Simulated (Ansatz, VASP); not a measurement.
# Sb2Se3 in two plane-wave programs, part 2 of 2

One calculation is typed for both programs; each brings its own data sets. How far apart do they land? The cell is taken from a series of runs on this material, whose earlier steps may have relaxed, scaled, displaced or heated it; both programs get it as it stands.

VASP 6.6.1 and Ansatz 0.2.0.

So far: The starting structure; Ansatz: single point, HSE06.

## (3) VASP: single point, HSE06

Level of this step: HSE06; plane waves and PAW (Se, Sb) (VASP).

The same cell, functional and mesh now go to VASP, with its own data sets.

Lines of VASP's logs that name or quote its potential files are left out, and so is its time.

The run reads the wave functions of an earlier VASP run, which isn't shown here.

File INCAR:

```
SYSTEM = Sb2Se3
PREC = Accurate
ENCUT = 400
EDIFF = 1E-06
NELM = 100
ISMEAR = 0
SIGMA = 0.01
LREAL = .FALSE.
ALGO = Normal
LHFCALC = .TRUE.
AEXX = 0.25
GGA = PE
HFSCREEN = 0.208
LASPH = .TRUE.
NBANDS = 20
PRECFOCK = Fast
LORBIT = 11
LWAVE = .FALSE.
LCHARG = .FALSE.
ISIF = 2
LDIPOL = .TRUE.
IDIPOL = 3
DIPOL = 0.5 0.5 0.5
LVHAR = .TRUE.
```

File POSCAR:

```
Sb2Se3
1.0
    4.0634055082      0.0000000000      0.0000000000
   -2.0317027541      3.5190123960      0.0000000000
    0.0000000000      0.0000000000     37.0000000000
Se Sb
3 2
Direct
    0.0000000000      0.0000000000      0.5000000000
    0.6666666667      0.3333333333      0.5932210228
    0.3333333333      0.6666666667      0.4067789772
    0.3333333333      0.6666666667      0.5511895415
    0.6666666667      0.3333333333      0.4488104585
```

File KPOINTS:

```
Automatic mesh
0
Gamma
3 3 1
0 0 0
```

The projector-augmented-wave data sets are Se and Sb (PBE family, release 64).

The run is started by

```bash
export OMP_NUM_THREADS=4
mpirun -np 1 vasp_std
```

Numbers of over 12 decimals in the logs are rounded to 6 here.

What it wrote:

```text
[banner, memory and clock lines left out]
running    1 mpi-ranks, on    1 nodes
 distrk:  each k-point on    1 cores,    1 groups
 distr:  one band on    1 cores,    1 groups
 Offloading initialized ...    1 GPUs detected
 POSCAR found type information on POSCAR SeSb
 POSCAR found :  2 types and       5 ions
 LDA part: xc-table for (Slater+PW92), standard interpolation
 found WAVECAR, reading the header
 POSCAR, INCAR and KPOINTS ok, starting setup
 FFT: planning ... GRIDC
 FFT: planning ... GRID_SOFT
 FFT: planning ... GRID
 reading WAVECAR
 the WAVECAR file was read successfully
 initial charge from wavefunction
 entering main loop
       N       E                     dE             d eps       ncg     rms          rms(c)
DAV:   1    -0.245283547234E+02   -0.24528E+02   -0.31462E+00   120   0.104E+01    0.159E+01
DAV:   2    -0.245380493638E+02   -0.96946E-02   -0.97784E-02   132   0.201E+00    0.105E+01
DAV:   3    -0.245323337725E+02    0.57156E-02   -0.12290E-02   132   0.599E-01    0.672E+00
DAV:   4    -0.245314561069E+02    0.87767E-03   -0.27253E-03   128   0.289E-01    0.409E+00
DAV:   5    -0.245311346982E+02    0.32141E-03   -0.52012E-04   132   0.129E-01    0.243E+00
DAV:   6    -0.245310554222E+02    0.79276E-04   -0.16895E-04   132   0.653E-02    0.144E+00
DAV:   7    -0.245310473793E+02    0.80430E-05   -0.42785E-05   132   0.366E-02    0.859E-01
DAV:   8    -0.245310594544E+02   -0.12075E-04   -0.17020E-05   140   0.220E-02    0.514E-01
DAV:   9    -0.245310732408E+02   -0.13786E-04   -0.39497E-06   132   0.111E-02    0.308E-01
DAV:  10    -0.245310846286E+02   -0.11388E-04   -0.12619E-06   108   0.679E-03    0.184E-01
DAV:  11    -0.245310936347E+02   -0.90061E-05   -0.70121E-07    88   0.475E-03    0.110E-01
DAV:  12    -0.245311004425E+02   -0.68077E-05   -0.29117E-07    84   0.302E-03    0.657E-02
DAV:  13    -0.245311057740E+02   -0.53315E-05   -0.28992E-07    84   0.245E-03    0.393E-02
DAV:  14    -0.245311099827E+02   -0.42087E-05   -0.13848E-07    76   0.185E-03    0.235E-02
DAV:  15    -0.245311133619E+02   -0.33792E-05   -0.15252E-07    88   0.149E-03    0.141E-02
DAV:  16    -0.245311160274E+02   -0.26655E-05   -0.75299E-08    72   0.119E-03    0.844E-03
DAV:  17    -0.245311183010E+02   -0.22736E-05   -0.90523E-08    68   0.101E-03    0.512E-03
DAV:  18    -0.245311200887E+02   -0.17877E-05   -0.57400E-08    68   0.807E-04    0.317E-03
DAV:  19    -0.245311217051E+02   -0.16164E-05   -0.53207E-08    72   0.722E-04    0.204E-03
DAV:  20    -0.245311229517E+02   -0.12466E-05   -0.44316E-08    68   0.619E-04    0.140E-03
DAV:  21    -0.245311241189E+02   -0.11672E-05   -0.42788E-08    68   0.573E-04    0.105E-03
DAV:  22    -0.245311249991E+02   -0.88018E-06   -0.34885E-08    68   0.510E-04
   1 F= -.24531125E+02 E0= -.24531125E+02  d E =-.826613E-17
```

From OUTCAR (step 3):

```text
ion  position               nearest neighbor table
   1  0.000  0.000  0.500-   4 3.02   5 3.02   5 3.02   4 3.02   5 3.02   4 3.02
   2  0.667  0.333  0.593-   4 2.81   4 2.81   4 2.81
   3  0.333  0.667  0.407-   5 2.81   5 2.81   5 2.81
   4  0.333  0.667  0.551-   2 2.81   2 2.81   2 2.81   1 3.02   1 3.02   1 3.02
   5  0.667  0.333  0.449-   3 2.81   3 2.81   3 2.81   1 3.02   1 3.02   1 3.02

  LATTYP: Found a hexagonal cell.
 ALAT       =     4.0634055082
 C/A-ratio  =     9.1056627071

 Subroutine GETGRP returns: Found 12 space group operations
 (whereof 12 operations were pure point group operations)

The static configuration has the point symmetry D_3d.

 Found      3 irreducible k-points:

   k-points           NKPTS =      3   k-points in BZ     NKDIM =      9   number of bands    NBANDS=     20

   dimension x,y,z NGX =    28 NGY =   28 NGZ =  250
   dimension x,y,z NGXF=    56 NGYF=   56 NGZF=  500

   ENCUT  =  400.0 eV  29.40 Ry    5.42 a.u.   6.63  6.63 60.34*2*pi/ulx,y,z

   NELECT =      28.0000    total number of electrons

 k-points in reciprocal lattice and weights: Automatic mesh
   0.00000000  0.00000000  0.00000000       0.111
   0.33333333  0.00000000  0.00000000       0.667
   0.33333333  0.33333333  0.00000000       0.222

  exchange ACFDT corr.  =         0.00000000  see jH, gK, PRB 81, 115126

 dipolmoment           0.000000      0.000000     -0.000000 electrons x Angstroem

 average (electrostatic) potential at core
       1 -57.2057       2 -57.2871       3 -57.2871       4 -92.4355       5 -92.4355

 E-fermi :  -3.4321

 k-point     1 :       0.0000    0.0000    0.0000
  band No.  band energies     occupation
    ...
     10      -5.0414      2.00000
     11      -4.6265      2.00000
     12      -4.6265      2.00000
     13      -4.3542      2.00000
     14      -3.5213      2.00000
     15      -2.2681      0.00000
     16      -1.2678      0.00000
     17      -1.2678      0.00000
     18      -0.3533      0.00000
     19      -0.0823      0.00000
    ...

 k-point     2 :       0.3333    0.0000    0.0000
  band No.  band energies     occupation
    ...
     10      -5.9935      2.00000
     11      -5.3054      2.00000
     12      -5.0664      2.00000
     13      -4.6833      2.00000
     14      -3.4902      2.00000
     15      -1.5204      0.00000
     16      -0.5305      0.00000
     17      -0.1788      0.00000
     18       0.4754      0.00000
     19       1.0841      0.00000
    ...

 k-point     3 :       0.3333    0.3333    0.0000
  band No.  band energies     occupation
    ...
     10      -6.3864      2.00000
     11      -6.3864      2.00000
     12      -5.3472      2.00000
     13      -3.8954      2.00000
     14      -3.8954      2.00000
     15      -0.8941      0.00000
     16       0.0017      0.00000
     17       0.0017      0.00000
     18       1.3781      0.00000
     19       1.9120      0.00000
    ...

  Total       -2.0036958     -2.0036958     -3.2222675     -0.0000000     -0.0000000      0.0000000
  in kB       -6.0677782     -6.0677782     -9.7579702     -0.0000000     -0.0000000      0.0000000
  external PRESSURE =      -7.2978422 kB  Pullay stress =       0.0000000 kB

  energy-cutoff  :      400.00
  volume of cell :      529.07
      direct lattice vectors                 reciprocal lattice vectors
     4.063405508  0.000000000  0.000000000     0.246098992  0.142085319 -0.000000000
    -2.031702754  3.519012396  0.000000000     0.000000000  0.284170639  0.000000000
     0.000000000  0.000000000 37.000000000     0.000000000 -0.000000000  0.027027027

 POSITION                                       TOTAL-FORCE (eV/Angst)
 -----------------------------------------------------------------------------------
      0.00000      0.00000     18.50000         0.000000     -0.000000      0.000000
      2.03170      1.17300     21.94918         0.000000      0.000000     -0.769030
     -0.00000      2.34601     15.05082        -0.000000     -0.000000      0.769030
     -0.00000      2.34601     20.39401         0.000000      0.000000      0.556953
      2.03170      1.17300     16.60599         0.000000     -0.000000     -0.556953
 -----------------------------------------------------------------------------------
    total drift:                               -0.000000     -0.000000      0.000001

  FREE ENERGIE OF THE ION-ELECTRON SYSTEM (eV)
  ---------------------------------------------------
  free  energy   TOTEN  =       -24.5311249991 eV

  energy  without entropy=      -24.5311249991  energy(sigma->0) =      -24.53112500

 vacuum level on the upper side and lower side of the slab         2.612         2.612

 total charge
# of ion       s       p       d       tot
------------------------------------------
    1        1.480   2.339   0.026   3.845
    2        1.500   2.284   0.023   3.807
    3        1.500   2.284   0.023   3.807
    4        1.360   0.961   0.063   2.383
    5        1.360   0.961   0.063   2.383
--------------------------------------------------
tot          7.199   8.828   0.197  16.224
```

## (4) Side by side

Known differences besides the potentials themselves: exact exchange at q = 0 is treated differently, which shows on coarse meshes; VASP keeps PBE cores, Ansatz makes them for the functional; fixed occupations in Ansatz, narrow Gaussian smearing in VASP; Ansatz cuts the interaction across the vacuum, VASP repeats the sheet with a dipole correction; the data sets hold 78 valence electrons in Ansatz (on its PAW soft_1 files) and 28 in VASP; the cutoff is 420 eV in Ansatz and 400 eV in VASP; VASP takes a coarser grid for exact exchange (PRECFOCK = Fast). Total energies have different zeros and are not compared.

The two programs side by side:

```
              quantity  Ansatz   VASP  difference
gap on the k mesh (eV)   1.230  1.222      +0.008
```

A gap on the mesh is an upper bound, since the band edges may lie between its points. With vacuum in the cell, a pressure given here is an average over mostly empty space and none of the material.

## (5) Results

```
difference in gap on the k mesh (single point, HSE06) : 0.0081 eV
```

**Reading.** The difference in gap on the k mesh is 0.0081 eV (single point, HSE06), within the 0.08 eV picked in this series as the mark of a large difference. The data sets hold unlike numbers of valence electrons (78 in Ansatz and 28 in VASP), so part of the differences comes from the potentials. How closely two codes agree says nothing of how well the functional describes the real material.

[Lines on the potential files, build, host, timing and source positions are cut from VASP's logs without a mark.]

[Logs are printed without paths, hosts, clocks, repeated set-up lines and the standing remarks that a program may print on its own settings, such as how far it seeks lower states.]

[Hosts, paths, dates, database ids (printed as entryN), source tags and the programs' standing remarks are cut or masked in the printed files.]
